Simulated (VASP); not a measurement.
Br:

```
CELL_PARAMETERS angstrom
3.36325 -2.32255 0.00000
3.36325 2.32255 0.00000
0.00000 0.00000 8.70230
ATOMIC_POSITIONS crystal
Br 0.86510 0.13490 0.10990
Br 0.63490 0.36510 0.60990
Br 0.13490 0.86510 0.89010
Br 0.36510 0.63490 0.39010
```

```yaml
Program: VASP 6.6.1
Task: relaxation of cell and atoms
Functional: PBE
Potentials_or_basis: VASP PAW PBE potentials, release 64 (Br)
Cutoff: 520 eV
k_mesh: 9 × 9 × 4
Occupations: gaussian, width 0.1 eV
Spin: no spin polarisation
```

At the start: pressure 1.9 GPa; volume 33.99 Å³/atom.

Task: Where does the relaxation end?

Result: Over 15 steps the energy falls by 47.9 meV/atom and the volume is 38.94 Å³/atom (+14.6 %); space group Cmce (No. 64, to 0.05 Å).

The path:
| step | energy change (eV) | largest force (eV/Å) | pressure (GPa) | volume (Å³) |
| --- | --- | --- | --- | --- |
| 1 | 0.0000 | 0.8820 | 1.85 | 135.95 |
| 2 | 0.0061 | 0.6135 | -1.64 | 143.81 |
| 3 | -0.0572 | 0.0994 | -0.03 | 139.56 |
| 4 | -0.0572 | 0.1061 | 0.00 | 139.49 |
| 5 | -0.0742 | 0.1024 | -0.01 | 140.00 |
| 6 | -0.1168 | 0.0956 | 0.04 | 141.41 |
| 7 | -0.1572 | 0.1267 | 0.49 | 143.71 |
| 8 | -0.1588 | 0.2967 | -0.51 | 148.32 |
| 9 | -0.1637 | 0.1385 | -0.06 | 146.12 |
| 10 | -0.1726 | 0.1218 | -0.09 | 147.93 |
| 11 | -0.1887 | 0.0717 | -0.10 | 153.12 |
| 12 | -0.1770 | 0.0793 | 0.02 | 162.48 |
| 13 | -0.1915 | 0.0353 | -0.06 | 155.99 |
| 14 | -0.1887 | 0.1337 | 0.38 | 154.68 |
| 15 | -0.1917 | 0.0046 | 0.02 | 155.74 |

Final structure:
```yaml
crystal:
  lattice:
    - [4.19581, -2.13134, 0.00000]
    - [4.19581, 2.13134, 0.00000]
    - [0.00000, 0.00000, 8.70781]
  atoms:
    - { symbol: Br, position: [0.85774, 0.14226, 0.11842] }
    - { symbol: Br, position: [0.64226, 0.35774, 0.61842] }
    - { symbol: Br, position: [0.14226, 0.85774, 0.88158] }
    - { symbol: Br, position: [0.35774, 0.64226, 0.38158] }
```

Caveat: the volume moved by +15 % from the deposited cell, more than functionals usually miss.
